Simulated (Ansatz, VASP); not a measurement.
# Re (Rhenium): VASP beside Ansatz, part 2 of 2

One calculation is typed for both programs; each brings its own data sets. How far apart do they land? The cell is taken from a series of runs on this material, whose earlier steps may have relaxed, scaled, displaced or heated it; both programs get it as it stands.

VASP 6.6.1 and Ansatz 0.2.0.

So far: Set-up; VASP: zone-centre phonons, PBEsol.

## (3) Ansatz: zone-centre phonons, PBEsol

Level of this step: Ansatz beside VASP: Kohn-Sham DFT, plane waves, PBEsol (Ansatz).

Ansatz runs on its PAW soft_1 files.

The same cell, functional, mesh and smearing now go to Ansatz, which takes its cutoff from its data sets.

File input.yaml:

```yaml
crystal:
  lattice:
    - [2.7328479457, 0.0, 0.0]
    - [-1.3664239728, 2.3667157456, 0.0]
    - [0.0, 0.0, 4.5745965988]
  atoms:
    - { symbol: Re, position: [0.3333333332, 0.6666666668, 0.25] }
    - { symbol: Re, position: [0.6666666668, 0.3333333332, 0.75] }
kpoints:
  mp_grid: { grid: [18, 18, 12] }
hamiltonian:
  xc: pbesol
  pseudopotentials: { kind: paw, azcp: { folder: soft_1 }, xc_functional: pbe }
scf:
  occupations: { method: methfessel_paxton, width: 0.2 }
output:
  eigenvalues: true
phonons:
  method: dfpt
```

Launch:

```
$ ansatz run input.yaml --threads 4 --pin off --max-ram 10240MiB --backend cpu --events-out ev --progress --plain --runs-dir out
```

Numbers of over 12 decimals in the logs are rounded to 6 here.

The program printed:

```text
zone centre: on kpoints.mp_grid the ground state, and the responses unless they are solved on pairs of k-points, stand on 637 of the mesh's 3888 k-points, reduced under 4 symmetry operations, with k and −k counted as one. Each operation leaves every solved displacement unchanged or reverses it
Engine: ansatz 0.2.0, x86_64-unknown-linux-gnu
Pseudopotentials: kind: paw
Pseudopotential: Re, paw, valence charge 15, recommended cutoff 420 eV (normal), soft_1/Re.paw.azcp
Functional definition: PBEsol
  exchange = pbesol_x
  correlation = pbesol_c
Crystal: 2 atoms, lattice volume = 29.588 Å³
Basis set: ecut = 420 eV, 573 PW (Γ), exchange–correlation on 40×40×64 points (8 copies of the dense FFT grid, shifted against one another)
Bands: 19, of which v1, the nominal top of the filled ones, is band 15 counted from 1 (14 counted from 0)
Symmetry: 24 space group operations
k-points: 637 of 3888 (irreducible under 4 space group operations, time reversal used)
Non-local potential: Re, projectors of the file, l = 0: 3, l = 1: 2, l = 2: 2, l = 3: 1
PAW form: soft (Blöchl's): semilocal exchange-correlation on the pseudo side does not see the compensation charge
PAW frozen core: Re, regenerated for the run's functional, and the local potential with it (the file was generated under x = pbe(κ = 0.804, μ = 0.219515), c = pbe(β = 0.066725))
PAW one-centre angular grid: Re, 590 points (default); XC on 64 Gauss nodes
Initial density: superposition of atomic densities (chi_scale 0.1, normalization cell)
Initial wavefunctions: pseudopotential atomic-orbital guess
Functional: x = pbesol(κ = 0.804, μ = 0.123457), c = pbesol(β = 0.046)
SCF iter   1: F=—  HF=-21477.145612 eV  |F-HF|=—  |Δ(HF+E_count)|=         —  Δρ=6.34e-2  dr2=1.11e0  ethr=3.10e-3  ⟨swp⟩=4.6  Hψ=48010  notcnv=0
preconditioner: auto → none  [metal: Δε(μ)=0.011 eV  Ē_g=6.373 eV  σ=0.200 eV  W_gap=0.05  n_scr=8 (ndim 8)  ℏωp=25.5 eV  f_vac=0.000  D(μ)=1.49/eV (n_scr^D=22)  sad-step TF]
SCF iter   2: F=—  HF=-21476.846188 eV  |F-HF|=—  |Δ(HF+E_count)|=   2.99e-1  S|Δr|=    0.00e0  Δρ=3.69e-2  dr2=3.64e-1  ethr=3.10e-3  ⟨swp⟩=2.0  Hψ=19425  notcnv=0  defer=6
SCF iter   3: F=—  HF=-21476.706505 eV  |F-HF|=—  |Δ(HF+E_count)|=   1.40e-1  S|Δr|=    0.00e0  Δρ=1.76e-3  dr2=3.27e-4  ethr=1.21e-3  ⟨swp⟩=3.0  Hψ=23373  notcnv=0  defer=6
SCF iter   4: F=—  HF=-21476.706860 eV  |F-HF|=—  |Δ(HF+E_count)|=   3.54e-4  S|Δr|=    0.00e0  Δρ=1.83e-4  dr2=9.71e-6  ethr=1.09e-6  ⟨swp⟩=2.2  Hψ=18164  notcnv=0  defer=6
SCF iter   5: F=—  HF=-21476.706856 eV  |F-HF|=—  |Δ(HF+E_count)|=   3.40e-6  S|Δr|=    0.00e0  Δρ=3.10e-5  dr2=1.96e-7  ethr=3.24e-8  ⟨swp⟩=2.0  Hψ=16374  notcnv=0  defer=6
SCF iter   6: F=—  HF=-21476.706856 eV  |F-HF|=—  |Δ(HF+E_count)|=   6.72e-8  S|Δr|=    0.00e0  Δρ=7.83e-6  dr2=1.40e-8  ethr=6.55e-10  ⟨swp⟩=2.7  Hψ=22836  notcnv=0  defer=6
SCF iter   7: F=—  HF=-21476.706856 eV  |F-HF|=—  |Δ(HF+E_count)|=   4.26e-9  S|Δr|=    0.00e0  Δρ=1.21e-6  dr2=2.61e-10  ethr=4.68e-11  ⟨swp⟩=2.9  Hψ=22444  notcnv=0  defer=6
SCF iter   8: F=-21476.706856 eV  HF=-21476.706856 eV  |F-HF|=3.64e-12  |Δ(HF+E_count)|=  1.82e-11  S|Δr|=    0.00e0  Δρ=9.62e-8  dr2=9.12e-13  ethr=1.00e-12  ⟨swp⟩=5.9  Hψ=52956  notcnv=0
the search or the solves at the SCF's close seem to have found levels that the self-consistency loop had missed (the run counts 4). By its estimate they hold under 1e-12 electrons; where the run keeps them, the occupations were computed again with them
SCF 1 converged in 8 iterations: F = -21476.706856 eV  dr2 = 9.12e-13
  greatest PAW one-centre occupation: 0.999 electrons in one spin orbital (limit 2), on the Re atom at site 1 (counted from 0), in its partial waves of l = 0
DFPT response loops at Γ: preconditioner auto → Kerker (q_TF=auto, 2.735 Å⁻¹) (partly filled bands, converged f_vac=0.000); β = 1.00, the filter's whole step (`scf.mixing.beta` (0.50) is not read by the response loops under this deck's `scf.mixing.preconditioner`; to damp them name `kerker` or `kerker_dos`, under which they read `scf.mixing.beta`, and type it under 1.00, their step now; both keys bind the ground state too); Broyden in place of MSR1
SCF converged after 8 iterations
Stability not checked: this state was not tested for a lower state beside it, because cold or Methfessel-Paxton smearing, or corrected tetrahedra, fill the levels in a way that the test cannot read (fill_not_monotonic; see scf.lower_state_search)
Free energy (F): -21476.706856 eV
Harris-Foulkes:  -21476.706856 eV  (|F-HF|=3.64e-12)
Internal energy: -21476.706996 eV  (E = F + TS)
E sigma→0 (E₀):  -21476.706891 eV
Entropy (-TS):   0.000140 eV (0.070 meV/atom)
Fermi energy:    23.752781 eV
--- Per-component energies (eV) ---
  E_band       = -151.027166
  E_kinetic    = 1045.643713
  E_local      = -1557.412522  (includes V_loc(G=0)·N_el)
  E_nonlocal   = 165.004360
  E_hartree    = 541.499676
  E_xc         = -708.462527
  E_vxc        = -580.000488  (∫ρ·V_xc dr)
  E_paw        = -17151.954226  (= ΣΔE_a)
  E_vpaw       = -307.261695  (= ΣTr[D̂ρ^β])
  E_aug_tail   = 0.000098  (compensation charges beyond the density's cutoff)
  E_ewald      = -3811.492221
  E_core_change = 0.466653  (= ΣΔE_core)
  E_smearing   = 0.000140  (= −TS)
  E_closure    = 0.000000  (closes the sum)
  Σ components = -21476.706856   (vs F -21476.706856, Δ=0.00e0)
--- Band table (eV; the first three rows and the last of 637) ---
  k-point 0: bands = [... 11 lower, 22.2030, 22.2030, 22.9361, 22.9361, 23.9221, 24.2308, 24.2308, 27.0870]
  k-point 1: bands = [... 11 lower, 22.1754, 22.1754, 22.8944, 22.8944, 23.6973, 24.3263, 24.3263, 27.0873]
  k-point 2: bands = [... 11 lower, 22.1140, 22.1140, 22.7801, 22.7801, 23.1273, 24.5870, 24.5870, 27.0730]
  k-point 636: bands = [... 11 lower, 20.4274, 21.5934, 21.5934, 23.5208, 23.5208, 27.6177, 27.6177, 30.1798]
--- Phonons (Γ-DFPT): 2 representative perturbations + reference, on 637 of 3888 k-points (Σ response iterations 5) ---
  k mesh reduced under 4 symmetry operations, with k and −k counted as one. Each operation leaves every solved displacement unchanged or reverses it
  ASR residual: 5.142e-5 → 0.000e0 eV/Å²; symmetrization residual: 5.469e-10 eV/Å²
  ASR residual per site (eV/Å²): 5.14e-5 5.14e-5
  Γ frequencies (cm⁻¹): 0.00 0.00 0.00 52.69 114.51 114.51
  non-analytic LO–TO correction: not included (Born effective charges unavailable; polar crystals: no LO–TO splitting at Γ)
```

Reading the cycles: dr2 is the Hartree energy of the density residual (eV), the measure of convergence; HF is the Harris–Foulkes estimate of the energy, which meets the free energy F at convergence.

## (4) Comparison

Known differences besides the potentials themselves: the data sets hold 30 valence electrons in Ansatz (on its PAW soft_1 files) and 14 in VASP; the cutoff is 420 eV in Ansatz and 600 eV in VASP; Ansatz makes its cores anew for this functional, VASP keeps those of its PBE data sets. Total energies have different zeros and are not compared.

The two programs side by side:

| quantity | Ansatz | VASP | difference |
| --- | --- | --- | --- |
| optical mode 1 (cm⁻¹) | 52.7 | 41.8 | +10.9 |
| optical mode 2 to 3 (cm⁻¹) | 114.5 | 114.0 | +0.45 % |

Modes are paired by rising frequency, not by their patterns, so a pair may set unlike modes beside each other; they are those without the splitting of longitudinal modes.

## (5) What came out

| Quantity | Value |
| --- | --- |
| r.m.s. difference of the optical zone-centre modes, each program's sorted by frequency (zone-centre phonons, PBEsol) | 6.3 cm⁻¹ |

The r.m.s. difference of the optical zone-centre modes, each program's sorted by frequency is 6.3 cm⁻¹ (zone-centre phonons, PBEsol). The data sets hold unlike numbers of valence electrons (30 in Ansatz and 14 in VASP), so part of the differences comes from the potentials. What causes the difference of the zone-centre phonons, PBEsol pair stays open here. Such differences can come from data sets, numerical settings and the points named under the comparisons, not from the functional's error against experiment.

[Lines on the potential files, build, host, timing and source positions are cut from VASP's logs without a mark.]

[Logs are printed without paths, hosts, clocks, repeated set-up lines and the standing remarks that a program may print on its own settings, such as how far it seeks lower states.]

[Hosts, paths, dates, database ids (printed as entryN), source tags and the programs' standing remarks are cut or masked in the printed files.]
